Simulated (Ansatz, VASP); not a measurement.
# Ru (Ruthenium) in two plane-wave programs, part 2 of 2

Aim: how closely do two programs agree when they are given the same cell, functional and k mesh? The cell is taken from a series of runs on this material, whose earlier steps may have relaxed, scaled, displaced or heated it; both programs get it as it stands.

VASP 6.6.1 and Ansatz 0.2.0.

So far: The structure; Ansatz: zone-centre phonons, LDA; VASP: zone-centre phonons, LDA.

## Step 3: VASP: zone-centre phonons, LDA (continued)

Level of this step: LDA; plane waves and PAW (Ru_pv) (VASP).

Numbers of over 12 decimals in the logs are rounded to 6 here.

Parts of OUTCAR (step 3):

```text
ion  position               nearest neighbor table
   1  0.333  0.667  0.250-   2 2.67   2 2.67   2 2.67   2 2.67   2 2.67   2 2.67
   2  0.667  0.333  0.750-   1 2.67   1 2.67   1 2.67   1 2.67   1 2.67   1 2.67

  LATTYP: Found a hexagonal cell.
 ALAT       =     2.7299813243
 C/A-ratio  =     1.5745705330

 Subroutine GETGRP returns: Found 24 space group operations
 (whereof 12 operations were pure point group operations)

The static configuration has the point symmetry D_3d.
 The point group associated with its full space group is D_6h.

 Found    259 irreducible k-points:

   k-points           NKPTS =    259   k-points in BZ     NKDIM =    259   number of bands    NBANDS=     20

   dimension x,y,z NGX =    20 NGY =   20 NGZ =   32
   dimension x,y,z NGXF=    40 NGYF=   40 NGZF=   64

   ENCUT  =  500.0 eV  36.75 Ry    6.06 a.u.   4.98  4.98  7.84*2*pi/ulx,y,z

   NELECT =      28.0000    total number of electrons

 k-points in reciprocal lattice and weights: Automatic mesh
   0.00000000  0.00000000  0.00000000       0.000
   0.05555556  0.00000000  0.00000000       0.002
   0.11111111  0.00000000  0.00000000       0.002
   0.16666667  0.00000000  0.00000000       0.002
   0.22222222  0.00000000  0.00000000       0.002
   0.27777778  0.00000000  0.00000000       0.002
   0.33333333  0.00000000  0.00000000       0.002
   0.38888889  0.00000000  0.00000000       0.002
   0.44444444  0.00000000  0.00000000       0.002
[...]
0.33333333  0.27777778  0.50000000       0.003
   0.33333333  0.33333333  0.50000000       0.001

 average (electrostatic) potential at core
       1 -67.8482       2 -67.8482

  Total       -3.1401314     -3.1401314     -3.1336325     -0.0000000     -0.0000000      0.0000000
  in kB     -181.3370819   -181.3370819   -180.9617826     -0.0000000     -0.0000000      0.0000000
  external PRESSURE =    -181.2119821 kB  Pullay stress =       0.0000000 kB

  energy-cutoff  :      500.00
  volume of cell :       27.74
      direct lattice vectors                 reciprocal lattice vectors
     2.729981324  0.000000000  0.000000000     0.366302872  0.211485062  0.000000000
    -1.364990662  2.364233179  0.000000000     0.000000000  0.422970124  0.000000000
     0.000000000  0.000000000  4.298548149     0.000000000  0.000000000  0.232636687

 POSITION                                       TOTAL-FORCE (eV/Angst)
 -----------------------------------------------------------------------------------
      0.00000      1.57616      1.07464         0.000000      0.000000      0.000000
      1.36499      0.78808      3.22391        -0.000000      0.000000     -0.000000
 -----------------------------------------------------------------------------------
    total drift:                               -0.000000     -0.000000      0.000000

 Eigenvectors and eigenvalues of the dynamical matrix
 ----------------------------------------------------

   1 f  =    7.102344 THz    44.625341 2PiTHz  236.908684 cm-1    29.372920 meV
             X         Y         Z           dx          dy          dz
      0.000000  1.576155  1.074637    -0.000000    0.000000   -0.707107
      1.364991  0.788078  3.223911     0.000000    0.000000    0.707107

   2 f  =    5.819657 THz    36.565981 2PiTHz  194.122849 cm-1    24.068155 meV
             X         Y         Z           dx          dy          dz
      0.000000  1.576155  1.074637     0.504403    0.495558   -0.000000
      1.364991  0.788078  3.223911    -0.504403   -0.495558    0.000000

   3 f  =    5.819657 THz    36.565981 2PiTHz  194.122849 cm-1    24.068155 meV
             X         Y         Z           dx          dy          dz
      0.000000  1.576155  1.074637    -0.495558    0.504403    0.000000
      1.364991  0.788078  3.223911     0.495558   -0.504403    0.000000

   4 f  =    0.000000 THz     0.000000 2PiTHz    0.000002 cm-1     0.000000 meV
             X         Y         Z           dx          dy          dz
      0.000000  1.576155  1.074637     0.278693   -0.649869    0.000000
      1.364991  0.788078  3.223911     0.278693   -0.649869    0.000000

   5 f  =    0.000000 THz     0.000000 2PiTHz    0.000000 cm-1     0.000000 meV
             X         Y         Z           dx          dy          dz
      0.000000  1.576155  1.074637     0.000000    0.000000    0.707107
      1.364991  0.788078  3.223911    -0.000000    0.000000    0.707107

   6 f/i=    0.000000 THz     0.000000 2PiTHz    0.000001 cm-1     0.000000 meV
             X         Y         Z           dx          dy          dz
      0.000000  1.576155  1.074637     0.649869    0.278693    0.000000
      1.364991  0.788078  3.223911     0.649869    0.278693    0.000000

 ELASTIC MODULI CONTR FROM IONIC RELAXATION (kBar)
 Direction    XX          YY          ZZ          XY          YZ          ZX
 --------------------------------------------------------------------------------
 XX         -37.3249     37.3249      0.0000     -0.0000     -0.0000     -0.0000
 YY          37.3249    -37.3249     -0.0000     -0.0000      0.0000      0.0000
 ZZ           0.0000     -0.0000     -0.0000      0.0000      0.0000      0.0000
 XY          -0.0000     -0.0000      0.0000    -37.3249      0.0000      0.0000
 YZ          -0.0000      0.0000      0.0000      0.0000     -0.0000     -0.0000
 ZX          -0.0000      0.0000      0.0000      0.0000     -0.0000     -0.0000
 --------------------------------------------------------------------------------
```

## Step 4: Comparison

Known differences besides the potentials themselves: the data sets hold 32 valence electrons in Ansatz (on its PAW soft_1 files) and 28 in VASP; the cutoff is 420 eV in Ansatz and 500 eV in VASP; VASP's log shows a relativistic correction to its local exchange, Ansatz's none. Total energies have different zeros and are not compared.

Both answers:

| quantity | Ansatz | VASP | difference |
| --- | --- | --- | --- |
| optical mode 1 to 2 (cm⁻¹) | 194.0 | 194.1 | -0.07 % |
| optical mode 3 (cm⁻¹) | 235.6 | 236.9 | -0.57 % |

Modes are paired by rising frequency, not by their patterns, so a pair may set unlike modes beside each other; they are those without the splitting of longitudinal modes.

## Step 5: What came out

```json
{"r.m.s. difference of the optical zone-centre modes, each program's sorted by frequency (zone-centre phonons, LDA)": "0.79 cm⁻¹", "difference in optical mode 3 (zone-centre phonons, LDA)": "-0.6 %"}
```

What this shows: The r.m.s. difference of the optical zone-centre modes, each program's sorted by frequency is 0.79 cm⁻¹ (zone-centre phonons, LDA). The data sets hold unlike numbers of valence electrons (32 in Ansatz and 28 in VASP), so part of the differences comes from the potentials. Among the rows given in per cent, the largest difference of the zone-centre phonons, LDA pair is in optical mode 3, -0.6 %. Such differences can come from data sets, numerical settings and the points named under the comparisons, not from the functional's error against experiment.

[Lines on the potential files, build, host, timing and source positions are cut from VASP's logs without a mark.]

[Logs are printed without paths, hosts, clocks, repeated set-up lines and the standing remarks that a program may print on its own settings, such as how far it seeks lower states.]

[Hosts, paths, dates, database ids (printed as entryN), source tags and the programs' standing remarks are cut or masked in the printed files.]
